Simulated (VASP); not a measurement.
These are PBEsol GGA, VASP's PBE PAW potentials (set 64) (plane waves; VASP) values and carry that method's errors.

A VASP calculation is set up with these files.

### POSCAR
```
N
1.0
 -1.1984099760   1.1984099760   1.1984099760
  1.1984099760  -1.1984099760   1.1984099760
  1.1984099760   1.1984099760  -1.1984099760
N
1
Cartesian
  0.0000000000   0.0000000000   0.0000000000
```

**KPOINTS**
```
kpoints
0
Gamma
19 19 19
```

INCAR:
```
# general
SYSTEM  =  N
PREC    =  Accurate
ENCUT   =  520
LREAL   =  F
LASPH   =  T

# electronic loop
EDIFF   =  1E-6
NELM    =  100
ALGO    =  Normal

# smearing
ISMEAR  =  1
SIGMA   =  0.1

# functional
GGA     =  PS

# ions
IBRION  =  2
NSW     =  60
ISIF    =  3
EDIFFG  =  -0.01

# output
LWAVE   =  F
LCHARG  =  F
```

POTCAR, in this order: N (PBE.64 set). Program: vasp_std.

Output

File OSZICAR:
```
       N       E                     dE             d eps       ncg     rms          rms(c)
DAV:   1     0.130252407988E+01    0.13025E+01   -0.25638E+03  2904   0.720E+02
DAV:   2    -0.450751610355E+01   -0.58100E+01   -0.53953E+01  3042   0.956E+01
DAV:   3    -0.456828196481E+01   -0.60766E-01   -0.58840E-01  3558   0.885E+00
DAV:   4    -0.456831189604E+01   -0.29931E-04   -0.29931E-04  3600   0.157E-01
DAV:   5    -0.456831190957E+01   -0.13532E-07   -0.13721E-07  3414   0.236E-03    0.123E+00
DAV:   6    -0.456459720287E+01    0.37147E-02   -0.68071E-03  2838   0.770E-01    0.679E-01
DAV:   7    -0.456430881050E+01    0.28839E-03   -0.49486E-03  3000   0.659E-01    0.131E-01
DAV:   8    -0.456440067678E+01   -0.91866E-04   -0.82367E-05  2976   0.118E-01    0.769E-03
DAV:   9    -0.456440079348E+01   -0.11670E-06   -0.25317E-07  2394   0.635E-03
   1 F= -.45644008E+01 E0= -.45642983E+01  d E =-.456440E+01
       N       E                     dE             d eps       ncg     rms          rms(c)
DAV:   1    -0.456461208660E+01   -0.21141E-03   -0.64219E-03  2676   0.838E-01    0.880E-02
DAV:   2    -0.456447403844E+01    0.13805E-03   -0.17367E-04  2910   0.130E-01    0.396E-02
DAV:   3    -0.456443923564E+01    0.34803E-04   -0.11383E-04  2676   0.981E-02    0.459E-03
DAV:   4    -0.456443932634E+01   -0.90699E-07   -0.38172E-07  1938   0.914E-03
   2 F= -.45644393E+01 E0= -.45643317E+01  d E =-.385329E-04
```

**OUTCAR**
```
------------------------ aborting loop because EDIFF is reached ----------------------------------------
  FORCE on cell =-STRESS in cart. coord.  units (eV):
  Direction    XX          YY          ZZ          XY          YZ          ZX
  --------------------------------------------------------------------------------------
  Total        0.0073070      0.0073070      0.0073070     -0.0000000      0.0000000     -0.0000000
  in kB        1.7071571      1.7071571      1.7071571     -0.0000000      0.0000000     -0.0000000
  external PRESSURE =       1.7071571 kB  Pullay stress =       0.0000000 kB
  volume of cell :        6.86
      direct lattice vectors                 reciprocal lattice vectors
    -1.196847106  1.196847106  1.196847106     0.000000000  0.417764305  0.417764305
     1.196847106 -1.196847106  1.196847106     0.417764305  0.000000000  0.417764305
     1.196847106  1.196847106 -1.196847106     0.417764305  0.417764305  0.000000000
 POSITION                                       TOTAL-FORCE (eV/Angst)
 -----------------------------------------------------------------------------------
     -0.00000      0.00000      0.00000        -0.000000     -0.000000     -0.000000
 -----------------------------------------------------------------------------------
    total drift:                                0.000000      0.000000     -0.000000
  FREE ENERGIE OF THE ION-ELECTRON SYSTEM (eV)
  ---------------------------------------------------
  free  energy   TOTEN  =        -4.5644393263 eV

  energy  without entropy=       -4.5641164006  energy(sigma->0) =       -4.56433168

 reached required accuracy - stopping structural energy minimisation
```
(Selected blocks of OUTCAR.)

### CONTCAR
```
N
   1.00000000000000
    -1.1968471064045463    1.1968471064045463    1.1968471064045463
     1.1968471064045463   -1.1968471064045463    1.1968471064045463
     1.1968471064045463    1.1968471064045463   -1.1968471064045463
  N
     1
Direct
     0.0000000000000000    0.0000000000000000    0.0000000000000000
```

### OUTCAR
```
 val. band max:        6.4971186109   @ k =  -0.2105   0.2632   0.0526

 cond. band min:       6.5419279069   @ k =  -0.2105   0.2632   0.1579


 Fermi energy:         6.5221699068

 k-point     1 :       0.0000    0.0000    0.0000
  band No.  band energies     occupation
      1     -14.6749      2.00000
      2      11.2853      0.00000
      3      11.2853      0.00000
      4      11.2853      0.00000
      5      32.8392      0.00000
      6      41.2832      0.00000

 k-point     2 :       0.0526    0.0000    0.0000
  band No.  band energies     occupation
      1     -14.5586      2.00000
      2      11.0165      0.00000
      3      11.1739      0.00000
      4      11.2654      0.00000
      5      32.9330      0.00000
      6      40.3460      0.00000

 k-point     3 :       0.1053    0.0000    0.0000
  band No.  band energies     occupation
      1     -14.2097      2.00000
      2      10.2337      0.00000
      3      10.8623      0.00000
      4      11.2085      0.00000
      5      33.1506      0.00000
      6      37.8461      0.00000

 k-point     4 :       0.1579    0.0000    0.0000
  band No.  band energies     occupation
      1     -13.6314      2.00000
      2       8.9958      0.00000
      3      10.4046      0.00000
      4      11.1189      0.00000
      5      33.1145      0.00000
      6      35.6372      0.00000

 k-point     5 :       0.2105    0.0000    0.0000
  band No.  band energies     occupation
      1     -12.8298      2.00000
      2       7.3888     -0.00000
      3       9.8705      0.00000
      4      11.0047      0.00000
      5      31.8492      0.00000
      6      35.1262      0.00000

 k-point     6 :       0.2632    0.0000    0.0000
  band No.  band energies     occupation
      1     -11.8147      2.00000
      2       5.5156      2.00000
      3       9.3272      0.00000
      4      10.8772      0.00000
      5      30.1632      0.00000
      6      34.0088      0.00000
...
```

The structure was generated: N was put into the bcc type (Im-3m), which need not be its known phase. This run relaxes it. Symmetry was kept, so distortions that lower it aren't found. The start is the result of an earlier pass.
